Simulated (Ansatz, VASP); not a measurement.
# Cross-check of Ga14Ge17O55 (amorphous 29Ga2O3-71GeO2 (mol %)) between VASP and Ansatz, part 2 of 2

Aim: how closely do two programs agree when they are given the same cell, functional and k mesh? The cell is taken from a series of runs on this material, whose earlier steps may have relaxed, scaled, displaced or heated it; both programs get it as it stands.

VASP 6.6.1 and Ansatz 0.2.0.

So far. Step 2 (VASP: single point, PBE): The run ends at a pressure of -2.29 GPa, with forces up to 2.8 eV/Å.

### Step 3. Ansatz: single point, PBE

Level of this step: Ansatz beside VASP: Kohn-Sham DFT, plane waves, PBE (Ansatz).

Ansatz runs on its default PAW (the set named soft_2) files.

The same cell, functional, mesh and smearing now go to Ansatz, which takes its cutoff from its data sets.

The input, input.yaml:

```yaml
crystal:
  lattice:
    - [10.35908, 0.0, 0.0]
    - [0.0, 10.35908, 0.0]
    - [0.0, 0.0, 10.35908]
  atoms:
    - { symbol: Ga, position: [0.44238, 0.4341, 0.60658] }
    - { symbol: Ga, position: [0.87436, 0.1856, 0.7331] }
    - { symbol: Ga, position: [0.58775, 0.22056, 0.69324] }
    - { symbol: Ga, position: [0.52371, 0.93883, 0.23401] }
    - { symbol: Ga, position: [0.7748, 0.53764, 0.65285] }
    - { symbol: Ga, position: [0.06679, 0.98992, 0.7212] }
    - { symbol: Ga, position: [0.30837, 0.73003, 0.77303] }
    - { symbol: Ga, position: [0.37957, 0.3056, 0.06951] }
    - { symbol: Ga, position: [0.35085, 0.64907, 0.18054] }
    - { symbol: Ga, position: [0.94004, 0.89021, 0.20234] }
    - { symbol: Ga, position: [0.65643, 0.02256, 0.48142] }
    - { symbol: Ga, position: [0.06757, 0.72749, 0.9517] }
    - { symbol: Ga, position: [0.46542, 0.32835, 0.32231] }
    - { symbol: Ga, position: [0.24549, 0.93497, 0.01648] }
    - { symbol: Ge, position: [0.02938, 0.45557, 0.12743] }
    - { symbol: Ge, position: [0.77842, 0.8456, 0.73633] }
    - { symbol: Ge, position: [0.06222, 0.48247, 0.80215] }
    - { symbol: Ge, position: [0.44663, 0.71889, 0.50608] }
    - { symbol: Ge, position: [0.3599, 0.007, 0.60042] }
    - { symbol: Ge, position: [0.53182, 0.83269, 0.96089] }
    - { symbol: Ge, position: [0.26738, 0.23028, 0.79511] }
    - { symbol: Ge, position: [0.00284, 0.19651, 0.43517] }
    - { symbol: Ge, position: [0.7082, 0.51339, 0.18661] }
    - { symbol: Ge, position: [0.53767, 0.51484, 0.8996] }
    - { symbol: Ge, position: [0.67096, 0.13056, 0.01088] }
    - { symbol: Ge, position: [0.71817, 0.75458, 0.41525] }
    - { symbol: Ge, position: [0.03602, 0.74584, 0.47266] }
    - { symbol: Ge, position: [0.99927, 0.14566, 0.03034] }
    - { symbol: Ge, position: [0.72093, 0.30523, 0.43163] }
    - { symbol: Ge, position: [0.25453, 0.07937, 0.29384] }
    - { symbol: Ge, position: [0.18424, 0.47481, 0.40084] }
    - { symbol: O, position: [0.87222, 0.70288, 0.47278] }
    - { symbol: O, position: [0.11932, 0.60199, 0.48536] }
    - { symbol: O, position: [0.72783, 0.88211, 0.57877] }
    - { symbol: O, position: [0.24964, 0.08312, 0.70432] }
    - { symbol: O, position: [0.22823, 0.73236, 0.05568] }
    - { symbol: O, position: [0.05406, 0.81245, 0.32108] }
    - { symbol: O, position: [0.47615, 0.67136, 0.88069] }
    - { symbol: O, position: [0.41074, 0.27755, 0.71594] }
    - { symbol: O, position: [0.32554, 0.22354, 0.23983] }
    - { symbol: O, position: [0.93242, 0.78497, 0.05442] }
    - { symbol: O, position: [0.51622, 0.05846, 0.62117] }
    - { symbol: O, position: [0.31723, 0.04832, 0.44636] }
    - { symbol: O, position: [0.91505, 0.41807, 0.75378] }
    - { symbol: O, position: [0.33202, 0.97369, 0.19017] }
    - { symbol: O, position: [0.64454, 0.51782, 0.02904] }
    - { symbol: O, position: [0.87348, 0.48299, 0.17359] }
    - { symbol: O, position: [0.38689, 0.60338, 0.63089] }
    - { symbol: O, position: [0.88086, 0.97258, 0.76261] }
    - { symbol: O, position: [0.28477, 0.18113, 0.95297] }
    - { symbol: O, position: [0.09398, 0.09985, 0.33465] }
    - { symbol: O, position: [0.56063, 0.32281, 0.50476] }
    - { symbol: O, position: [0.14906, 0.50472, 0.23492] }
    - { symbol: O, position: [0.07529, 0.85998, 0.58648] }
    - { symbol: O, position: [0.07902, 0.01156, 0.08707] }
    - { symbol: O, position: [0.0444, 0.51845, 0.97149] }
    - { symbol: O, position: [0.49166, 0.77173, 0.11725] }
    - { symbol: O, position: [0.14497, 0.63014, 0.78719] }
    - { symbol: O, position: [0.60857, 0.65394, 0.52819] }
    - { symbol: O, position: [0.37102, 0.84066, 0.61269] }
    - { symbol: O, position: [0.04715, 0.29077, 0.09762] }
    - { symbol: O, position: [0.54325, 0.8511, 0.407] }
    - { symbol: O, position: [0.69131, 0.64989, 0.28099] }
    - { symbol: O, position: [0.36288, 0.67582, 0.36738] }
    - { symbol: O, position: [0.69142, 0.17872, 0.84597] }
    - { symbol: O, position: [0.83377, 0.12387, 0.05696] }
    - { symbol: O, position: [0.17132, 0.36208, 0.76699] }
    - { symbol: O, position: [0.57634, 0.10803, 0.33727] }
    - { symbol: O, position: [0.138, 0.87961, 0.85914] }
    - { symbol: O, position: [0.65465, 0.3838, 0.28814] }
    - { symbol: O, position: [0.00115, 0.1427, 0.59319] }
    - { symbol: O, position: [0.41609, 0.46514, 0.18888] }
    - { symbol: O, position: [0.79219, 0.42797, 0.51462] }
    - { symbol: O, position: [0.39876, 0.42932, 0.92956] }
    - { symbol: O, position: [0.65432, 0.85018, 0.84674] }
    - { symbol: O, position: [0.5528, 0.23528, 0.06177] }
    - { symbol: O, position: [0.83436, 0.68872, 0.74397] }
    - { symbol: O, position: [0.60621, 0.45917, 0.75202] }
    - { symbol: O, position: [0.59889, 0.98302, 0.05542] }
    - { symbol: O, position: [0.3326, 0.41178, 0.44775] }
    - { symbol: O, position: [0.73838, 0.18094, 0.58706] }
    - { symbol: O, position: [0.84925, 0.21153, 0.37226] }
    - { symbol: O, position: [0.08376, 0.34166, 0.4277] }
    - { symbol: O, position: [0.0158, 0.16034, 0.86478] }
    - { symbol: O, position: [0.39102, 0.90294, 0.90065] }
    - { symbol: O, position: [0.77774, 0.89705, 0.31954] }
kpoints:
  mp_grid: { grid: [1, 1, 1] }
hamiltonian:
  xc: pbe
scf:
  occupations: { method: fermi_dirac, width: 0.05 }
output:
  forces: true
  eigenvalues: true
  populations: true
  stress: true
```

Launch:

```bash
ansatz run input.yaml --threads 4 --pin off --max-ram 8192MiB --backend cpu --events-out ev --progress --plain --runs-dir out
```

Numbers of over 12 decimals in the logs are rounded to 6 here.

What it wrote:

```text
Engine: ansatz 0.2.0, aarch64-unknown-linux-gnu
Pseudopotentials: kind: paw
Pseudopotential: Ga, paw, valence charge 13, recommended cutoff 420 eV (normal), Ga.paw.azcp
Pseudopotential: Ge, paw, valence charge 14, recommended cutoff 420 eV (normal), Ge.paw.azcp
Pseudopotential: O, paw, valence charge 6, recommended cutoff 420 eV (normal), O.paw.azcp
Functional definition: PBE
  parameter kappa = 0.804
  parameter beta = 0.066725
  exchange = pbe_x(kappa = kappa, mu = beta*pi^2/3)
  correlation = pbe_c(beta = beta)
Crystal: 86 atoms, lattice volume = 1111.638 Å³
Basis set: ecut = 420 eV, 21823 PW (Γ), exchange–correlation on 144×144×144 points (8 copies of the dense FFT grid, shifted against one another)
Bands: 461, of which v1, the nominal top of the filled ones, is band 375 counted from 1 (374 counted from 0)
Symmetry: 1 space group operations
Space group: P1 (ITA 1), of the structure as read, at distance tolerance 1.0e-4 Å
k-points: 1
Non-local potential: Ga, projectors of the file, l = 0: 2, l = 1: 2, l = 2: 3, l = 3: 1
Non-local potential: Ge, projectors of the file, l = 0: 2, l = 1: 2, l = 2: 3, l = 3: 1
Non-local potential: O, projectors of the file, l = 0: 2, l = 1: 2, l = 2: 1
PAW form: soft (Blöchl's): semilocal exchange-correlation on the pseudo side does not see the compensation charge
PAW one-centre angular grid: Ga, 590 points (default); XC on 64 Gauss nodes
PAW one-centre angular grid: Ge, 590 points (default); XC on 64 Gauss nodes
PAW one-centre angular grid: O, 110 points (default); XC on 64 Gauss nodes
Initial density: superposition of atomic densities (neutral atoms: chi_scale 0, normalization atom), corrected by the library's trained network
Initial wavefunctions: pseudopotential atomic-orbital guess
Functional: x = pbe(κ = 0.804, μ = 0.219515), c = pbe(β = 0.066725)
SCF iter   1: F=—  HF=-157174.246521 eV  |F-HF|=—  |Δ(HF+E_count)|=         —  Δρ=3.34e-3  dr2=1.39e-1  ethr=1.77e-3  ⟨swp⟩=5.0  Hψ=1701  notcnv=0  defer=45
preconditioner: auto → Resta (q_TF=auto, 2.555 Å⁻¹)  ε∞=3.5  [insulator: Δε(μ)=0.742 eV  Ē_g=19.171 eV  σ=0.050 eV  W_gap=1.00  n_scr=304 (ndim 8)  ℏωp=30.5 eV  f_vac=0.137  D(μ)=0.05/eV (n_scr^D=0)  ε∞_Penn≈3.5]
SCF iter   2: F=—  HF=-157174.236270 eV  |F-HF|=—  |Δ(HF+E_count)|=   1.03e-2  Δρ=1.87e-3  dr2=2.93e-2  ethr=1.86e-5  ⟨swp⟩=2.0  Hψ=821  notcnv=0  defer=76
SCF iter   3: F=—  HF=-157174.235445 eV  |F-HF|=—  |Δ(HF+E_count)|=   8.25e-4  Δρ=8.65e-4  dr2=1.01e-2  ethr=3.91e-6  ⟨swp⟩=2.0  Hψ=627  notcnv=0  defer=76
SCF iter   4: F=—  HF=-157174.234985 eV  |F-HF|=—  |Δ(HF+E_count)|=   4.60e-4  Δρ=3.41e-4  dr2=1.35e-3  ethr=1.35e-6  ⟨swp⟩=2.0  Hψ=626  notcnv=0  defer=76
SCF iter   5: F=—  HF=-157174.234929 eV  |F-HF|=—  |Δ(HF+E_count)|=   5.62e-5  Δρ=1.51e-4  dr2=2.58e-4  ethr=1.81e-7  ⟨swp⟩=2.0  Hψ=625  notcnv=0  defer=76
SCF iter   6: F=—  HF=-157174.234981 eV  |F-HF|=—  |Δ(HF+E_count)|=   5.15e-5  Δρ=7.51e-5  dr2=6.10e-5  ethr=3.44e-8  ⟨swp⟩=2.0  Hψ=625  notcnv=0  defer=76
SCF iter   7: F=—  HF=-157174.236132 eV  |F-HF|=—  |Δ(HF+E_count)|=   1.15e-3  Δρ=2.37e-5  dr2=6.48e-6  ethr=8.13e-9  ⟨swp⟩=2.0  Hψ=833  notcnv=0  defer=76
SCF iter   8: F=—  HF=-157174.236137 eV  |F-HF|=—  |Δ(HF+E_count)|=   5.61e-6  Δρ=1.46e-5  dr2=2.34e-6  ethr=8.64e-10  ⟨swp⟩=2.0  Hψ=758  notcnv=0  defer=76
SCF iter   9: F=—  HF=-157174.236138 eV  |F-HF|=—  |Δ(HF+E_count)|=   6.84e-7  Δρ=5.08e-6  dr2=3.03e-7  ethr=3.12e-10  ⟨swp⟩=2.0  Hψ=757  notcnv=0  defer=76
SCF iter  10: F=-157174.236138 eV  HF=-157174.236138 eV  |F-HF|=2.43e-8  |Δ(HF+E_count)|=   2.33e-7  Δρ=2.44e-6  dr2=6.82e-8  ethr=1.33e-11  ⟨swp⟩=11.0  Hψ=2098  notcnv=0
SCF 1 converged in 10 iterations: F = -157174.236138 eV  dr2 = 6.82e-8
  greatest PAW one-centre occupation: 0.999 electrons in one spin orbital (limit 2), on the Ge atom at site 28 (counted from 0), in its partial waves of l = 2
SCF converged after 10 iterations
Free energy (F): -157174.236138 eV
Harris-Foulkes:  -157174.236138 eV  (|F-HF|=2.43e-8)
Internal energy: -157174.233887 eV  (E = F + TS)
E sigma→0 (E₀):  -157174.235012 eV
Entropy (-TS):   -0.002251 eV (-0.026 meV/atom)
Fermi energy:    6.191599 eV
--- Per-component energies (eV) ---
  E_band       = -4827.703116
  E_kinetic    = 13113.881012
  E_local      = -97669.493923  (includes V_loc(G=0)·N_el)
  E_nonlocal   = 15952.285333
  E_hartree    = 42122.486129
  E_xc         = -6224.338712
  E_vxc        = -6987.552132  (∫ρ·V_xc dr)
  E_paw        = -71142.908807  (= ΣΔE_a)
  E_vpaw       = -13481.929190  (= ΣTr[D̂ρ^β])
  E_aug_tail   = 0.138977  (compensation charges beyond the density's cutoff)
  E_ewald      = -53326.283896
  E_smearing   = -0.002251  (= −TS)
  E_closure    = 0.000000  (closes the sum)
  Σ components = -157174.236138   (vs F -157174.236138, Δ=0.00e0)
--- Forces (eV/Å), atoms counted from 1 ---
  atom   1  Ga    -0.19869758     0.15910951    -0.00219354
[...]
atom  50  O      0.16393555    -0.12020528     1.34444130
  atom  51  O     -0.77142074    -1.13263241    -1.11645159
  atom  52  O     -2.14415599     0.01848603     0.06897129
  atom  53  O      0.73443851     0.79411385    -0.76781051
  atom  54  O      0.84929743     1.07472433     1.48551531
  atom  55  O      0.86226457    -1.05984932     1.06165350
  atom  56  O      0.14579990     1.49678263     0.09828325
  atom  57  O      0.13257858     0.25442787     1.62765917
  atom  58  O      0.27162767     1.68265866     0.10350957
  atom  59  O      0.69603330    -0.03908498     0.07522419
  atom  60  O     -0.90212338    -1.64425256     1.60036005
  atom  61  O      0.77941498    -0.19266616     0.64128849
  atom  62  O      0.36866484     0.95519618    -0.76528835
  atom  63  O     -0.46836190    -0.36812810    -1.26309511
  atom  64  O     -1.24574915    -0.55362508    -1.62105543
  atom  65  O      0.65931826     0.37768524    -2.05550167
  atom  66  O     -0.48316936    -0.40617987     1.11583184
  atom  67  O      0.53352471    -0.20026728    -0.96966477
  atom  68  O      0.32849913    -0.63834055     0.19036134
  atom  69  O      0.71851370    -0.12083982    -0.07315175
  atom  70  O     -1.29089444    -1.17067960    -0.23492512
  atom  71  O     -0.12071577    -0.62608431     2.57166096
  atom  72  O     -0.24744260    -0.66524136     0.01396826
[...]
atom  79  O     -0.48483118    -1.49401989     1.01680011
  atom  80  O      1.74082484    -0.63794671     0.63250452
  atom  81  O     -0.52514286    -0.16969479     1.04510772
  atom  82  O     -0.27181683    -0.67516669    -1.59612863
  atom  83  O     -0.06397817     0.56948851     0.31813219
  atom  84  O     -0.04293685     0.03343279    -2.88548815
  atom  85  O     -1.80665543     0.52499679    -0.80678118
  atom  86  O      0.12256013     0.73056433    -0.79573309
  max |Σ_I F_I| component: 8.17e-5 eV/Å
--- Stress (GPa, compression-positive) ---
       -1.394709      -0.223733      -0.671843
       -0.223733      -1.519805      -0.238971
       -0.671843      -0.238971      -3.127282
  P = ⅓ Tr σ = -2.0139 GPa (-20.139 kbar)
--- Band table (eV) ---
  k-point 0: bands = [... 371 lower, 5.5847, 5.6517, 5.6970, 5.8628, 6.5176, 8.1137, 8.4882, 8.6263, ... 82 higher]
--- Löwdin populations: 86 sites ---
  site symbol       q [e]
     0     Ga     11.9544
     1     Ga     11.9754
     2     Ga     11.9652
     3     Ga     11.9879
     4     Ga     11.9840
     5     Ga     11.9948
     6     Ga     11.9572
     7     Ga     11.9868
     8     Ga     11.9696
     9     Ga     11.9707
    10     Ga     12.0276
    11     Ga     11.9876
    12     Ga     11.9729
    13     Ga     11.9910
    14     Ge     12.3543
    15     Ge     12.3894
    16     Ge     12.3993
    17     Ge     12.4663
    18     Ge     12.3659
    19     Ge     12.4338
    20     Ge     12.3940
    21     Ge     12.3713
    22     Ge     12.3644
    23     Ge     12.4176
[...]
78      O      6.6857
    79      O      6.6703
    80      O      6.6265
    81      O      6.7149
    82      O      6.7800
    83      O      6.6940
    84      O      6.6810
    85      O      6.6741
  spilling = 0.004166 (of n_electrons = 750.000000)
```

The run ends at a pressure of -2.01 GPa, with forces up to 2.9 eV/Å.

### Step 4. Side by side

Known differences besides the potentials themselves: the cutoff is 420 eV in Ansatz and 600 eV in VASP (PREC = Accurate, projectors in real space). Total energies have different zeros and are not compared.

Both answers:

| quantity | Ansatz | VASP | difference |
| --- | --- | --- | --- |
| pressure (GPa) | -2.01 | -2.29 | +0.28 |
| gap on the k mesh (eV) | 0.655 | 0.632 | +0.023 |

Forces on 8 of the 86 atoms, those with the largest forces and the largest differences (eV/Å; atoms numbered as in POSCAR):

| atom | Ansatz x, y, z | VASP x, y, z |
| --- | --- | --- |
| O39 | 1.361, 1.228, -1.354 | 1.296, 1.200, -1.319 |
| O40 | 1.130, 2.082, -0.463 | 1.083, 2.018, -0.449 |
| O49 | 1.824, 2.006, 0.521 | 1.744, 1.943, 0.520 |
| O54 | 0.849, 1.075, 1.486 | 0.842, 1.009, 1.422 |
| O60 | -0.902, -1.644, 1.600 | -0.896, -1.583, 1.571 |
| O71 | -0.121, -0.626, 2.572 | -0.097, -0.615, 2.488 |
| O73 | 1.155, 1.905, 1.259 | 1.120, 1.843, 1.219 |
| O84 | -0.043, 0.033, -2.885 | -0.017, 0.022, -2.824 |

The forces differ by 30 meV/Å r.m.s., which is 3.4 % of the r.m.s. force of 0.876 eV/Å (both taken over all components). A gap on the mesh is an upper bound, since the band edges may lie between its points.

### Step 5. Results

```json
{"r.m.s. force difference (single point, PBE)": "3.4 % of the r.m.s. force"}
```

**Reading.** The r.m.s. force difference is 3.4 % of the r.m.s. force (single point, PBE), beyond the 3 % picked in this series as the mark of a large difference. What causes the difference of the single point, PBE pair stays open here. Such differences can come from data sets, numerical settings and the points named under the comparisons, not from the functional's error against experiment.

[Lines on the potential files, build, host, timing and source positions are cut from VASP's logs without a mark.]

[Logs are printed without paths, hosts, clocks, repeated set-up lines and the standing remarks that a program may print on its own settings, such as how far it seeks lower states.]

[Hosts, paths, dates, database ids (printed as entryN), source tags and the programs' standing remarks are cut or masked in the printed files.]
